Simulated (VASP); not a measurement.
Input:

```
CELL_PARAMETERS angstrom
      0.00000     3.08806     3.08806
      3.08806     0.00000     3.08806
      3.08806     3.08806     0.00000
ATOMIC_POSITIONS crystal
  Pb 0.00000 0.00000 0.00000
  S  0.50000 0.50000 0.50000
```

These are revPBE GGA, VASP's PBE PAW potentials (set 64) (plane waves; VASP) values and carry that method's errors. Numerical set-up: 520 eV cut-off, 8×8×8 Γ-centred mesh, Gaussian smearing of 0.050 eV, potentials Pb_d S.

Unless said otherwise, spin-orbit coupling is left out, though it shifts the bands of the heavy elements here.

Q: What does the run give for the energy per atom (σ→0), pressure, band gap (on the k-mesh) with the smallest direct gap where there is one?

A: 
```
Item                                         Result
-----------------------------------  --------------
band gap (on the k-mesh)                    0.81 eV
smallest direct gap (on the k-mesh)         0.81 eV
energy per atom (σ→0)                -4.080 eV/atom
pressure                                  -2.49 GPa
```

The compound is PbS in the rock salt structure. This cell is one point of a volume scan, at 1.06 of the reference volume.
